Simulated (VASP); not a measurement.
These are PBEsol GGA, VASP's PBE PAW potentials (set 64) (plane waves; VASP 6.6.1) values and carry that method's errors.

The input files of a VASP run:

POSCAR:
```
TmB2
1
    3.2099579531    -0.0000000000    -0.0000000000
   -1.6049789766     2.7799049745     0.0000000000
   -0.0000000000     0.0000000000     3.7014249500
Tm B
1 2
Direct
  0.0000000000   0.0000000000   0.0000000000
  0.3333330000   0.6666670000   0.5000000000
  0.6666670000   0.3333330000   0.5000000000
```

INCAR:
```
# general
SYSTEM  = TmB2
PREC    = Accurate
ENCUT   = 600
LREAL   = .FALSE.   # projection in real space or not
LASPH   = .TRUE.   # aspherical one-centre terms

# electronic loop
EDIFF   = 1E-7
NELM    = 100
ALGO    = Normal   # blocked Davidson
LMAXMIX = 6   # l cut-off of mixed one-centre charges

# smearing
ISMEAR  = 1   # Methfessel-Paxton
SIGMA   = 0.1

# functional
GGA     = PS   # PBEsol

# ions
IBRION  = 2   # conjugate gradients
NSW     = 40   # most ionic steps
ISIF    = 3   # ions, shape and volume
EDIFFG  = -0.01
PSTRESS = 50   # kbar

# output
LWAVE   = .FALSE.
LCHARG  = .FALSE.
```

**KPOINTS**
```
Automatic mesh
0
Gamma
10 10 8
0 0 0
```

POTCAR, in this order: Tm_3 B (PBE.64 set). Program: vasp_std.

The run wrote:

File OUTCAR:
```
 ion  position               nearest neighbor table
   1  0.000  0.000  0.000-   2 2.62   3 2.62   2 2.62   3 2.62   2 2.62   2 2.62   3 2.62   3 2.62
                             3 2.62   3 2.62   2 2.62   2 2.62
   2  0.333  0.667  0.500-   3 1.85   3 1.85   3 1.85   1 2.62   1 2.62   1 2.62   1 2.62   1 2.62
                             1 2.62
   3  0.667  0.333  0.500-   2 1.85   2 1.85   2 1.85   1 2.62   1 2.62   1 2.62   1 2.62   1 2.62
                             1 2.62
  LATTYP: Found a hexagonal cell.
 ALAT       =     3.2099579531
 C/A-ratio  =     1.1531069890
 Subroutine PRICEL returns:
 Original cell was already a primitive cell.
 Subroutine GETGRP returns: Found 24 space group operations
The static configuration has the point symmetry D_6h.
The dynamic configuration has the point symmetry D_6h.
 Subroutine INISYM returns: Found 24 space group operations
 Subroutine IBZKPT returns following result:
 Found     70 irreducible k-points:

 Following reciprocal coordinates:
            Coordinates               Weight
  0.000000  0.000000  0.000000      1.000000
  0.100000  0.000000  0.000000      6.000000
  0.200000  0.000000  0.000000      6.000000
  0.300000  0.000000  0.000000      6.000000
  0.400000  0.000000  0.000000      6.000000
  0.500000  0.000000  0.000000      3.000000
  0.100000  0.100000  0.000000      6.000000
  0.200000  0.100000  0.000000     12.000000
  0.300000  0.100000  0.000000     12.000000
  0.400000  0.100000  0.000000     12.000000
  0.200000  0.200000  0.000000      6.000000
  0.300000  0.200000  0.000000     12.000000
  0.400000  0.200000  0.000000      6.000000
  0.300000  0.300000  0.000000      6.000000
  0.000000  0.000000  0.125000      2.000000
  0.100000  0.000000  0.125000     12.000000
  0.200000  0.000000  0.125000     12.000000
  0.300000  0.000000  0.125000     12.000000
  0.400000  0.000000  0.125000     12.000000
...
```

### OSZICAR
```
       N       E                     dE             d eps       ncg     rms          rms(c)
DAV:   1     0.612358612027E+02    0.61236E+02   -0.74435E+03  1564   0.143E+03
DAV:   2    -0.173624850094E+02   -0.78598E+02   -0.74329E+02  1852   0.342E+02
DAV:   3    -0.218816617690E+02   -0.45192E+01   -0.41735E+01  2474   0.588E+01
DAV:   4    -0.219875865610E+02   -0.10592E+00   -0.10540E+00  2407   0.645E+00
DAV:   5    -0.219883097305E+02   -0.72317E-03   -0.72248E-03  2077   0.470E-01    0.320E+01
DAV:   6    -0.211161830732E+02    0.87213E+00   -0.20739E+00  2554   0.112E+01    0.222E+01
DAV:   7    -0.211493777351E+02   -0.33195E-01   -0.92681E-01  2565   0.765E+00    0.449E+00
DAV:   8    -0.211084882555E+02    0.40889E-01   -0.41481E-01  2550   0.515E+00    0.636E-01
DAV:   9    -0.211016487645E+02    0.68395E-02   -0.28552E-02  2548   0.145E+00    0.168E-01
DAV:  10    -0.211016372469E+02    0.11518E-04   -0.86264E-04  2009   0.248E-01    0.188E-01
DAV:  11    -0.211016327540E+02    0.44930E-05   -0.37208E-05  2329   0.649E-02    0.214E-02
DAV:  12    -0.211016322577E+02    0.49626E-06   -0.49222E-06  2540   0.207E-02    0.107E-02
DAV:  13    -0.211016324024E+02   -0.14466E-06   -0.16944E-07  1440   0.453E-03    0.211E-03
DAV:  14    -0.211016323705E+02    0.31916E-07   -0.24996E-08  1148   0.264E-03
   1 F= -.20070872E+02 E0= -.20070679E+02  d E =-.200709E+02
```

**OUTCAR**
```
------------------------ aborting loop because EDIFF is reached ----------------------------------------
  FORCE on cell =-STRESS in cart. coord.  units (eV):
  Direction    XX          YY          ZZ          XY          YZ          ZX
  --------------------------------------------------------------------------------------
  Total        1.0329949      1.0329948      1.0173685     -0.0000000      0.0000000      0.0000000
  in kB       50.1083991     50.1083934     49.3503939     -0.0000000      0.0000000      0.0000000
  external PRESSURE =      -0.1442712 kB  Pullay stress =      50.0000000 kB
  volume of cell :       33.03
      direct lattice vectors                 reciprocal lattice vectors
     3.209957953  0.000000000  0.000000000     0.311530560  0.179862263  0.000000000
    -1.604978977  2.779904974  0.000000000     0.000000000  0.359724526  0.000000000
     0.000000000  0.000000000  3.701424950     0.000000000  0.000000000  0.270166223
 POSITION                                       TOTAL-FORCE (eV/Angst)
 -----------------------------------------------------------------------------------
      0.00000      0.00000      0.00000        -0.000000      0.000000      0.000000
     -0.00000      1.85327      1.85071        -0.000000     -0.000000      0.000000
      1.60498      0.92663      1.85071         0.000000      0.000000      0.000000
 -----------------------------------------------------------------------------------
    total drift:                               -0.000000      0.000000      0.000000
  FREE ENERGIE OF THE ION-ELECTRON SYSTEM (eV)
  ---------------------------------------------------
  free  energy   TOTEN  =       -21.1016323705 eV

  energy  without entropy=      -21.1010533501  energy(sigma->0) =      -21.10143936
  enthalpy is  TOTEN    =       -20.0708721153 eV   P V=        1.0307602552

 reached required accuracy - stopping structural energy minimisation
```
(Selected blocks of OUTCAR.)

The 4f electrons are frozen in the core of the lanthanide potential, so 4f levels, which can set the real gap, and their magnetism are missing.

The structure comes from a computed database's TmB2 entry (P6/mmm); how it stands against other phases isn't given here. It was relaxed first under an external pressure of 5 GPa. The electron count is odd and the run is not spin-polarised, which forces a metal.
